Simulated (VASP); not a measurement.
Here is the system:

```
P
1.0
   -1.53968     1.53968     1.53968
    1.53968    -1.53968     1.53968
    1.53968     1.53968    -1.53968
P
1
Direct
  0.00000   0.00000   0.00000
```

The numbers are results of PBEsol GGA, VASP's PBE PAW potentials (set 64) (plane waves; VASP 6.6.1), not measurements. Settings: 400 eV cut-off, 11×11×11 Γ-centred mesh, Gaussian smearing of 0.050 eV, potentials P.

Energy and stress use the plane-wave basis of the starting cell.

### Question
The ions, cell shape and volume are relaxed. What does this cell relax into?

### Answer

```
P
1.0
   -1.51096     1.51096     1.51096
    1.51096    -1.51096     1.51096
    1.51096     1.51096    -1.51096
P
1
Direct
  0.00000   0.00000   0.00000
```
Space group Im-3m (229), at a tolerance of 0.03 Å.

### Question
How do energy and volume change from the first to the last step?

### Answer
The energy (σ→0) changes by -15.4 meV/atom and the volume by -5.5 %, in 3 ionic steps.

The structure was generated: P was put into the bcc type (Im-3m), which need not be its known phase. This run relaxes it. Symmetry was kept, so distortions that lower it aren't found.
